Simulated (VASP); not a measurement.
All values below come from PBE GGA, VASP's PBE PAW potentials (set 64) (plane waves; VASP).

The input files of a VASP run:

**POSCAR**
```
TaSi
1.0
  0.0000000000   3.0348000000   3.0348000000
  3.0348000000   0.0000000000   3.0348000000
  3.0348000000   3.0348000000   0.0000000000
Ta Si
1 1
Cartesian
  0.0000000000   0.0000000000   0.0000000000
  3.0348000000   3.0348000000   3.0348000000
```

INCAR:
```
! general
SYSTEM  = TaSi
PREC    = Accurate
ENCUT   = 400
LREAL   = .FALSE.
LASPH   = .TRUE.

! electronic loop
EDIFF   = 1E-6
NELM    = 100
ALGO    = Normal
LMAXMIX = 6

! smearing
ISMEAR  = 1
SIGMA   = 0.1

! functional
GGA     = PE

! ions
IBRION  = 2
NSW     = 60
ISIF    = 3
EDIFFG  = -0.01

! output
LWAVE   = .FALSE.
LCHARG  = .FALSE.
```

File KPOINTS:
```
Automatic mesh
0
Gamma
9 9 9
0 0 0
```

POTCAR, in this order: Ta_pv Si (PBE.64 set). Program: vasp_std.

What VASP printed:

**OSZICAR**
```
       N       E                     dE             d eps       ncg     rms          rms(c)
DAV:   1     0.421215572979E+02    0.42122E+02   -0.67445E+03   858   0.931E+02
DAV:   2    -0.145018948025E+02   -0.56623E+02   -0.54464E+02   866   0.202E+02
DAV:   3    -0.165141861967E+02   -0.20123E+01   -0.18917E+01  1089   0.326E+01
DAV:   4    -0.165730887665E+02   -0.58903E-01   -0.56894E-01  1110   0.443E+00
DAV:   5    -0.165748187539E+02   -0.17300E-02   -0.17267E-02  1114   0.526E-01    0.783E+00
DAV:   6    -0.144334232628E+02    0.21414E+01   -0.11569E+01   900   0.196E+01    0.199E+00
DAV:   7    -0.143921593688E+02    0.41264E-01   -0.52650E-01   955   0.442E+00    0.125E+00
DAV:   8    -0.143816508256E+02    0.10509E-01   -0.65084E-02   926   0.156E+00    0.308E-01
DAV:   9    -0.143816827649E+02   -0.31939E-04   -0.35039E-03  1167   0.330E-01    0.192E-01
DAV:  10    -0.143818267428E+02   -0.14398E-03   -0.77700E-04  1070   0.248E-01    0.307E-02
DAV:  11    -0.143818025596E+02    0.24183E-04   -0.17743E-04   985   0.918E-02    0.133E-02
DAV:  12    -0.143817999404E+02    0.26192E-05   -0.15984E-05   985   0.245E-02    0.387E-03
DAV:  13    -0.143817993657E+02    0.57468E-06   -0.11744E-06   628   0.106E-02
   1 F= -.14381799E+02 E0= -.14381185E+02  d E =-.143818E+02
       N       E                     dE             d eps       ncg     rms          rms(c)
DAV:   1    -0.624543546003E+02   -0.48073E+02   -0.11320E+03   770   0.353E+02    0.622E+01
DAV:   2    -0.244530349575E+02    0.38001E+02   -0.68991E+01   806   0.128E+02    0.221E+01
DAV:   3    -0.157242069853E+02    0.87288E+01   -0.25393E+01   820   0.700E+01    0.122E+01
DAV:   4    -0.155056715353E+02    0.21854E+00   -0.15627E+00   811   0.122E+01    0.316E+00
DAV:   5    -0.154014667943E+02    0.10420E+00   -0.36048E-01   845   0.796E+00    0.169E+00
DAV:   6    -0.154071081026E+02   -0.56413E-02   -0.12605E-02   905   0.112E+00    0.417E-01
DAV:   7    -0.154061241175E+02    0.98399E-03   -0.49912E-03   842   0.633E-01    0.126E-01
DAV:   8    -0.154061177431E+02    0.63743E-05   -0.12790E-04   856   0.924E-02    0.624E-02
DAV:   9    -0.154061185040E+02   -0.76085E-06   -0.25028E-05   859   0.459E-02    0.285E-03
DAV:  10    -0.154061186453E+02   -0.14127E-06   -0.33393E-07   461   0.635E-03
   2 F= -.15406119E+02 E0= -.15405428E+02  d E =-.102432E+01
       N       E                     dE             d eps       ncg     rms          rms(c)
DAV:   1    -0.255066615443E+02   -0.10101E+02   -0.25758E+02   782   0.233E+02    0.246E+01
DAV:   2    -0.180016916046E+02    0.75050E+01   -0.26637E+01   785   0.480E+01    0.703E+00
DAV:   3    -0.174716650963E+02    0.53003E+00   -0.10233E+00   831   0.100E+01    0.302E+00
DAV:   4    -0.173214614961E+02    0.15020E+00   -0.46773E-01   842   0.616E+00    0.742E-01
DAV:   5    -0.173241977135E+02   -0.27362E-02   -0.89064E-03  1036   0.973E-01    0.592E-01
DAV:   6    -0.173260999516E+02   -0.19022E-02   -0.32524E-03   851   0.543E-01    0.101E-01
DAV:   7    -0.173260782650E+02    0.21687E-04   -0.15052E-04   836   0.140E-01    0.375E-02
DAV:   8    -0.173260808004E+02   -0.25354E-05   -0.22306E-05   891   0.322E-02    0.875E-03
DAV:   9    -0.173260803118E+02    0.48865E-06   -0.36800E-06   824   0.165E-02
   3 F= -.17326080E+02 E0= -.17325945E+02  d E =-.294428E+01
       N       E                     dE             d eps       ncg     rms          rms(c)
DAV:   1    -0.173540314869E+02   -0.27951E-01   -0.58197E-01   794   0.983E+00    0.117E+00
DAV:   2    -0.173366345746E+02    0.17397E-01   -0.39952E-02   794   0.208E+00    0.342E-01
DAV:   3    -0.173344728329E+02    0.21617E-02   -0.41016E-03   908   0.690E-01    0.109E-01
DAV:   4    -0.173341675099E+02    0.30532E-03   -0.89472E-04   821   0.272E-01    0.460E-02
DAV:   5    -0.173341793086E+02   -0.11799E-04   -0.26063E-05  1006   0.556E-02    0.273E-02
DAV:   6    -0.173341846848E+02   -0.53763E-05   -0.34706E-06   815   0.146E-02    0.256E-03
DAV:   7    -0.173341840951E+02    0.58972E-06   -0.98199E-08   403   0.267E-03
   4 F= -.17334184E+02 E0= -.17334090E+02  d E =-.295238E+01
       N       E                     dE             d eps       ncg     rms          rms(c)
DAV:   1    -0.173432958459E+02   -0.91112E-02   -0.25303E-01   794   0.652E+00    0.777E-01
DAV:   2    -0.173357929102E+02    0.75029E-02   -0.17026E-02   794   0.136E+00    0.229E-01
DAV:   3    -0.173348456694E+02    0.94724E-03   -0.18883E-03   908   0.470E-01    0.713E-02
DAV:   4    -0.173347221516E+02    0.12352E-03   -0.37497E-04   827   0.174E-01    0.291E-02
DAV:   5    -0.173347277220E+02   -0.55704E-05   -0.11549E-05  1019   0.371E-02    0.185E-02
DAV:   6    -0.173347309049E+02   -0.31830E-05   -0.16237E-06   786   0.101E-02    0.165E-03
DAV:   7    -0.173347305237E+02    0.38119E-06   -0.44672E-08   394   0.190E-03
   5 F= -.17334731E+02 E0= -.17334666E+02  d E =-.295293E+01
       N       E                     dE             d eps       ncg     rms          rms(c)
DAV:   1    -0.173406184084E+02   -0.58875E-02   -0.18008E-01   794   0.553E+00    0.652E-01
DAV:   2    -0.173352905416E+02    0.53279E-02   -0.12251E-02   794   0.114E+00    0.191E-01
DAV:   3    -0.173346264196E+02    0.66412E-03   -0.13504E-03   900   0.395E-01    0.593E-02
DAV:   4    -0.173345323826E+02    0.94037E-04   -0.27179E-04   821   0.145E-01    0.234E-02
DAV:   5    -0.173345315967E+02    0.78597E-06   -0.92540E-06   987   0.321E-02
   6 F= -.17334532E+02 E0= -.17334443E+02  d E =0.198927E-03
       N       E                     dE             d eps       ncg     rms          rms(c)
DAV:   1    -0.173370044292E+02   -0.24720E-02   -0.59935E-02   794   0.318E+00    0.377E-01
DAV:   2    -0.173352272263E+02    0.17772E-02   -0.40520E-03   797   0.663E-01    0.111E-01
DAV:   3    -0.173350051240E+02    0.22210E-03   -0.44940E-04   900   0.228E-01    0.347E-02
DAV:   4    -0.173349774561E+02    0.27668E-04   -0.89458E-05   824   0.843E-02    0.140E-02
DAV:   5    -0.173349794513E+02   -0.19952E-05   -0.28685E-06   885   0.184E-02    0.915E-03
DAV:   6    -0.173349808062E+02   -0.13549E-05   -0.41221E-07   409   0.518E-03    0.690E-04
DAV:   7    -0.173349806362E+02    0.16996E-06   -0.42603E-08   394   0.192E-03
   7 F= -.17334981E+02 E0= -.17334906E+02  d E =-.250112E-03
```

OUTCAR:
```
------------------------ aborting loop because EDIFF is reached ----------------------------------------
  FORCE on cell =-STRESS in cart. coord.  units (eV):
  Direction    XX          YY          ZZ          XY          YZ          ZX
  --------------------------------------------------------------------------------------
  Total        0.0024943      0.0024943      0.0024943      0.0000000      0.0000000      0.0000000
  in kB        0.1172815      0.1172815      0.1172815      0.0000000      0.0000000      0.0000000
  external PRESSURE =       0.1172815 kB  Pullay stress =       0.0000000 kB
  volume of cell :       34.07
      direct lattice vectors                 reciprocal lattice vectors
    -0.000000000  2.573146905  2.573146905    -0.194314595  0.194314595  0.194314595
     2.573146905  0.000000000  2.573146905     0.194314595 -0.194314595  0.194314595
     2.573146905  2.573146905 -0.000000000     0.194314595  0.194314595 -0.194314595
 POSITION                                       TOTAL-FORCE (eV/Angst)
 -----------------------------------------------------------------------------------
      0.00000      0.00000      0.00000         0.000000      0.000000      0.000000
      2.57315      2.57315      2.57315        -0.000000      0.000000     -0.000000
 -----------------------------------------------------------------------------------
    total drift:                               -0.000000      0.000000      0.000000
  FREE ENERGIE OF THE ION-ELECTRON SYSTEM (eV)
  ---------------------------------------------------
  free  energy   TOTEN  =       -17.3349806362 eV

  energy  without entropy=      -17.3347567704  energy(sigma->0) =      -17.33490601

 reached required accuracy - stopping structural energy minimisation
```
(Selected blocks of OUTCAR.)

File CONTCAR:
```
TaSi
   1.00000000000000
    -0.0000000000000000    2.5731469050174280    2.5731469050174280
     2.5731469050174280    0.0000000000000000    2.5731469050174280
     2.5731469050174280    2.5731469050174280   -0.0000000000000000
  Ta              Si
     1     1
Direct
     0.0000000000000000    0.0000000000000000    0.0000000000000000
     0.5000000000000000    0.5000000000000000    0.5000000000000000
```

Energy and stress use the plane-wave basis of the starting cell.

The structure was generated: TaSi was put into the rock salt type (Fm-3m), which need not be its known phase. This run relaxes it. Symmetry was kept, so distortions that lower it aren't found. The electron count is odd and the run is not spin-polarised, which forces a metal.
